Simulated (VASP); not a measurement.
Input:

```yaml
crystal:
  lattice:
    - [1.73709, -3.00873, 0.00000]
    - [1.73709, 3.00873, 0.00000]
    - [0.00000, 0.00000, 5.54263]
  atoms:
    - { symbol: Tl, position: [0.33333, 0.66667, 0.25000] }
    - { symbol: Tl, position: [0.66667, 0.33333, 0.75000] }
```

The numbers are results of PBE GGA, VASP's PBE PAW potentials (set 64) (plane waves; VASP), not measurements. Numerical set-up: 300 eV cut-off, 7×7×4 Γ-centred mesh, Gaussian smearing of 0.10 eV, potentials Tl_d.

At this cut-off the stress carries a Pulay error, which pulls relaxed volumes low.

Problem. Give the stress tensor in GPa (positive for a compressed cell).

Solution. 
```
1.72  0.00  0.00
0.00  1.72  0.00
0.00  0.00  3.08
```
The pressure is its mean diagonal, 2.17 GPa.

The structure is a typed Tl crystal (P6_3/mmc). The cell was not relaxed at this level.
